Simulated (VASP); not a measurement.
Method: PBE GGA, VASP's PBE PAW potentials (set 64) (plane waves; VASP).

The input files of a VASP run:

### KPOINTS
```
Regular mesh
0
G
  7 7 4
```

### POSCAR
```
GaN
1.0
  3.2196550541   0.0000000000   0.0000000000
 -1.6098275270   2.7883030291   0.0000000000
  0.0000000000   0.0000000000   5.2405982405
Ga N
2 2
direct
  0.3333330000   0.6666670000   0.0000461871
  0.6666670000   0.3333330000   0.5000461871
  0.3333330000   0.6666670000   0.3769538129
  0.6666670000   0.3333330000   0.8769538129
```

INCAR:
```
NELM=100   ! most electronic steps
ISMEAR=0   ! Gaussian
LCHARG=.FALSE.
SIGMA=0.05
NSW=60   ! most ionic steps
EDIFF=1E-6
GGA=PE   ! PBE
ISIF=3   ! ions, shape and volume
LREAL=.FALSE.   ! projection in real space or not
ALGO=Normal
LASPH=.TRUE.
SYSTEM=GaN
LMAXMIX=4
IBRION=2   ! conjugate gradients
EDIFFG=-0.02   ! ionic stop
PREC=Accurate
ENCUT=530   ! plane-wave cut-off (eV)
LWAVE=.FALSE.
```

POTCAR, in this order: Ga_d N (PBE.64 set). Program: vasp_std.

Q: Predict the energy per atom (σ→0).

A: 
```
Quantity                               Result
---------------------  ----------------------
energy per atom (σ→0)  -586.8 kJ/mol of atoms
```

OSZICAR:
```
...
DAV:   8    -0.243489300612E+02   -0.80255E-03   -0.29501E-01  1766   0.818E+00    0.899E-01
DAV:   9    -0.243251885936E+02    0.23741E-01   -0.11949E-01  1908   0.576E+00    0.349E-01
DAV:  10    -0.243261871860E+02   -0.99859E-03   -0.61208E-03  1222   0.838E-01    0.157E-01
DAV:  11    -0.243261402234E+02    0.46963E-04   -0.14557E-03  1592   0.697E-01    0.292E-02
DAV:  12    -0.243261536091E+02   -0.13386E-04   -0.19209E-04  1172   0.102E-01    0.144E-02
DAV:  13    -0.243261538909E+02   -0.28184E-06   -0.36348E-05  1510   0.138E-01    0.596E-03
DAV:  14    -0.243261542010E+02   -0.31009E-06   -0.40710E-06  1210   0.386E-02
   1 F= -.24326154E+02 E0= -.24326154E+02  d E =-.243262E+02
```

The compound is GaN in the wurtzite structure. It was relaxed first. The start is the result of an earlier pass.
